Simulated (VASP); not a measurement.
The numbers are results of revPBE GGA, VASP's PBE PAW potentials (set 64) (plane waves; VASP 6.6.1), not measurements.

Input for VASP

### INCAR
```
! general
SYSTEM   =  Co
PREC     =  Accurate
ENCUT    =  520
LREAL    =  .FALSE.
LASPH    =  .TRUE.   ! aspherical one-centre terms

! electronic loop
EDIFF    =  1E-7   ! SCF stop (eV)
NELM     =  100   ! most electronic steps
ALGO     =  Normal   ! blocked Davidson
LMAXMIX  =  4

! smearing
ISMEAR   =  1
SIGMA    =  0.1

! functional
GGA      =  RE   ! revPBE

! spin
ISPIN    =  2
MAGMOM   =  1.7 1.7

! ions
IBRION   =  2   ! conjugate gradients
NSW      =  30
ISIF     =  4
EDIFFG   =  -0.01   ! ionic stop

! output
LWAVE    =  .FALSE.
LCHARG   =  .FALSE.
LORBIT   =  10
```

POSCAR:
```
Co
1
    1.2287399406    -2.1282402377     0.0000000000
    1.2287399406     2.1282402377     0.0000000000
    0.0000000000     0.0000000000     3.9754136299
Co
2
Direct
  0.3333330000   0.6666670000   0.2500000000
  0.6666670000   0.3333330000   0.7500000000
```

### KPOINTS
```
Automatic mesh
0
Gamma
17 17 9
0 0 0
```

POTCAR, in this order: Co (PBE.64 set). Program: vasp_std.

Output

**OSZICAR**
```
       N       E                     dE             d eps       ncg     rms          rms(c)
DAV:   1     0.810087719045E+02    0.81009E+02   -0.83195E+03 10108   0.161E+03
DAV:   2    -0.129280276279E+02   -0.93937E+02   -0.86913E+02  9928   0.257E+02
DAV:   3    -0.151155983029E+02   -0.21876E+01   -0.21318E+01 12014   0.559E+01
DAV:   4    -0.151487460541E+02   -0.33148E-01   -0.33141E-01 14100   0.525E+00
DAV:   5    -0.151490524996E+02   -0.30645E-03   -0.30644E-03 12436   0.470E-01    0.152E+01
DAV:   6    -0.135305183881E+02    0.16185E+01   -0.12003E+01 10684   0.712E+01    0.648E+00
DAV:   7    -0.132280295072E+02    0.30249E+00   -0.15175E+00 11272   0.246E+01    0.392E+00
DAV:   8    -0.132089804288E+02    0.19049E-01   -0.22353E-02 13455   0.193E+00    0.203E+00
DAV:   9    -0.131938793142E+02    0.15101E-01   -0.55675E-03 15138   0.131E+00    0.598E-01
DAV:  10    -0.131949691585E+02   -0.10898E-02   -0.12626E-03 14107   0.545E-01    0.209E-01
DAV:  11    -0.131950679428E+02   -0.98784E-04   -0.21526E-04 13958   0.234E-01    0.253E-02
DAV:  12    -0.131950674645E+02    0.47837E-06   -0.77377E-06 10967   0.351E-02    0.139E-02
DAV:  13    -0.131950677134E+02   -0.24890E-06   -0.20410E-06 14012   0.206E-02    0.842E-03
DAV:  14    -0.131950675991E+02    0.11425E-06   -0.37078E-07 11091   0.778E-03    0.318E-03
DAV:  15    -0.131950671630E+02    0.43608E-06   -0.43539E-08  5755   0.395E-03    0.713E-04
DAV:  16    -0.131950671208E+02    0.42244E-07   -0.11147E-08  5580   0.144E-03
   1 F= -.13195067E+02 E0= -.13195326E+02  d E =-.131951E+02  mag=     3.1869
       N       E                     dE             d eps       ncg     rms          rms(c)
DAV:   1    -0.131958152572E+02   -0.74809E-03   -0.23397E-02 11104   0.132E+00    0.166E-01
DAV:   2    -0.131953450803E+02    0.47018E-03   -0.33596E-04 13372   0.326E-01    0.858E-02
DAV:   3    -0.131951813397E+02    0.16374E-03   -0.21501E-04 12294   0.172E-01    0.251E-02
DAV:   4    -0.131951875260E+02   -0.61863E-05   -0.17456E-05 11141   0.606E-02    0.623E-03
DAV:   5    -0.131951862311E+02    0.12949E-05   -0.12337E-06 15041   0.195E-02    0.401E-03
DAV:   6    -0.131951857892E+02    0.44193E-06   -0.33204E-07  8404   0.108E-02    0.181E-03
DAV:   7    -0.131951857485E+02    0.40755E-07   -0.66507E-08  5552   0.300E-03
   2 F= -.13195186E+02 E0= -.13195452E+02  d E =-.118628E-03  mag=     3.1864
```

OUTCAR:
```
------------------------ aborting loop because EDIFF is reached ----------------------------------------
  FORCE on cell =-STRESS in cart. coord.  units (eV):
  Direction    XX          YY          ZZ          XY          YZ          ZX
  --------------------------------------------------------------------------------------
  Total        1.8158769      1.8158773      1.8283073      0.0000000      0.0000000     -0.0000000
  in kB      139.9278126    139.9278457    140.8856731      0.0000000      0.0000000     -0.0000000
  external PRESSURE =     140.2471105 kB  Pullay stress =       0.0000000 kB
  volume of cell :       20.79
      direct lattice vectors                 reciprocal lattice vectors
     1.229995473 -2.130414905 -0.000000000     0.406505561 -0.234696067  0.000000000
     1.229995473  2.130414905  0.000000000     0.406505561  0.234696067  0.000000000
    -0.000000000  0.000000000  3.967301832    -0.000000000 -0.000000000  0.252060479
 POSITION                                       TOTAL-FORCE (eV/Angst)
 -----------------------------------------------------------------------------------
      1.23000      0.71014      0.99183        -0.000000      0.000000      0.000000
      1.23000     -0.71014      2.97548         0.000000     -0.000000      0.000000
 -----------------------------------------------------------------------------------
    total drift:                                0.000000     -0.000004     -0.000029
  FREE ENERGIE OF THE ION-ELECTRON SYSTEM (eV)
  ---------------------------------------------------
  free  energy   TOTEN  =       -13.1951857485 eV

  energy  without entropy=      -13.1959845520  energy(sigma->0) =      -13.19545202

 total charge

# of ion       s       p       d       tot
------------------------------------------
    1        0.509   0.561   7.291   8.361
    2        0.509   0.561   7.291   8.361
--------------------------------------------------
tot          1.018   1.122  14.583  16.723

 magnetization (x)

# of ion       s       p       d       tot
------------------------------------------
    1       -0.016  -0.058   1.680   1.606
    2       -0.016  -0.058   1.680   1.606
--------------------------------------------------
tot         -0.032  -0.115   3.360   3.213

 reached required accuracy - stopping structural energy minimisation
```
(Selected blocks of OUTCAR.)

**CONTCAR**
```
Co
   1.00000000000000
     1.2299954731034382   -2.1304149048043097   -0.0000000000000000
     1.2299954731034382    2.1304149048043097    0.0000000000000000
    -0.0000000000000000    0.0000000000000000    3.9673018319434541
  Co
     2
Direct
     0.3333330000000032    0.6666669999999968    0.2500000000000000
     0.6666669999999968    0.3333330000000032    0.7500000000000000
```

**OUTCAR**
```
 val. band max:       10.9641441371   @ k =   0.2353   0.0588   0.3333

 cond. band min:      10.9905732441   @ k =   0.2353   0.1765   0.2222


 Fermi energy:        10.9667200870

 spin component 1

 k-point     1 :       0.0000    0.0000    0.0000
  band No.  band energies     occupation
      1       1.8312      1.00000
      2       5.6356      1.00000
      3       8.2917      1.00000
      4       8.3012      1.00000
      5       8.3012      1.00000
      6       8.6380      1.00000
      7       8.6380      1.00000
      8       8.9957      1.00000
      9       8.9957      1.00000
     10      10.1757      1.00000
     11      10.1757      1.00000
     12      10.9200      0.85176
     13      17.7615      0.00000
     14      33.2679      0.00000
     15      36.2945      0.00000

 k-point     2 :       0.0588    0.0000    0.0000
  band No.  band energies     occupation
      1       1.9568      1.00000
      2       5.7118      1.00000
      3       8.1317      1.00000
      4       8.3614      1.00000
      5       8.4435      1.00000
      6       8.6089      1.00000
      7       8.6912      1.00000
      8       8.9290      1.00000
      9       8.9570      1.00000
     10       9.6187      1.00000
     11      10.1927      1.00000
     12      11.6266     -0.00000
     13      17.7811      0.00000
     14      32.4464      0.00000
     15      34.4369      0.00000

 k-point     3 :       0.1176    0.0000    0.0000
  band No.  band energies     occupation
      1       2.3265      1.00000
      2       5.9219      1.00000
      3       7.9341      1.00000
      4       8.4963      1.00000
      5       8.5368      1.00000
      6       8.5829      1.00000
      7       8.6417      1.00000
      8       8.8456      1.00000
      9       8.8525      1.00000
     10       9.1294      1.00000
     11      10.2352      1.00000
     12      12.7138     -0.00000
     13      17.8453      0.00000
...
```

The compound is Co in the hcp structure. This cell is one point of a volume scan, at 0.94 of the reference volume. Symmetry was kept, so distortions that lower it aren't found.
